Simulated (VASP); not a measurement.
VASP input:

### INCAR
```
SYSTEM = YN
PREC = Accurate; ENCUT = 520; LREAL = .False.
LASPH = .True.
EDIFF = 1E-7; NELM = 100; ALGO = Normal
LMAXMIX = 4
ISMEAR = -5
GGA = PS
ISIF = 2
LWAVE = .False.; LCHARG = .True.; LORBIT = 11
NEDOS = 601
```

File POSCAR:
```
YN
1
    2.9576778689     0.0000000000    -0.0000000000
   -0.0000000000     2.9576778689    -0.0000000000
    0.0000000000    -0.0000000000     2.9576778689
Y N
1 1
Direct
  0.0000000000   0.0000000000   0.0000000000
  0.5000000000   0.5000000000   0.5000000000
```

KPOINTS:
```
kpoints
0
Gamma
  14 14 14
```

POTCAR, in this order: Y_sv N (PBE.64 set). Program: vasp_std.

Write an equivalent input for Quantum ESPRESSO's pw.x.

One equivalent input (not run):
```
&CONTROL
  calculation = 'scf'
  pseudo_dir = './pseudo'
  outdir = './out'
  tprnfor = .true.
  tstress = .true.
/
&SYSTEM
  ibrav = 0
  nat = 2
  ntyp = 2
  ecutwfc = 84
  occupations = 'tetrahedra'
  input_dft = 'pbesol'
/
&ELECTRONS
  conv_thr = 7.3e-09
  electron_maxstep = 100
/
ATOMIC_SPECIES
  Y 88.906 Y.upf
  N 14.007 N.upf
CELL_PARAMETERS angstrom
     2.9576779    0.0000000   -0.0000000
    -0.0000000    2.9576779   -0.0000000
     0.0000000   -0.0000000    2.9576779
ATOMIC_POSITIONS crystal
  Y    0.0000000  0.0000000  0.0000000
  N    0.5000000  0.5000000  0.5000000
K_POINTS automatic
  14 14 14 0 0 0
```
The two are equivalent in intent, not identical: the potentials are each code's own (VASP's PAW set, PseudoDojo norm-conserving files in pw.x), so ENCUT and ecutwfc are chosen apart and not converted; conv_thr bounds pw.x's estimated SCF error, while EDIFF bounds the energy change between steps.

The structure was generated: YN was put into the CsCl type type (Pm-3m), which need not be its known phase. It was relaxed first, which changed the volume by -34 %.
